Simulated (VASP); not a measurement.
Data:

```
Cs
1.0
   -3.05003     3.05003     3.05003
    3.05003    -3.05003     3.05003
    3.05003     3.05003    -3.05003
Cs
1
Direct
  0.00000   0.00000   0.00000
```

Calculation: vdW-DF-cx, VASP's PBE PAW potentials (set 64) (plane waves; VASP). Run with 520 eV cut-off, 9×9×9 Γ-centred mesh, first-order Methfessel-Paxton smearing of 0.10 eV, potentials Cs_sv.

Unless said otherwise, spin-orbit coupling is left out, though it shifts the bands of the heavy elements here.

Question: Predict the energy per atom (σ→0), band gap (on the k-mesh) with the smallest direct gap where there is one.

Answer: 
The band gap (on the k-mesh) is none (metal, semimetal or under 0.01 eV) and the energy per atom (σ→0) comes out as 2.044 eV/atom.

The compound is Cs in the bcc structure. This cell is one point of a volume scan, at 1.03 of the reference volume.
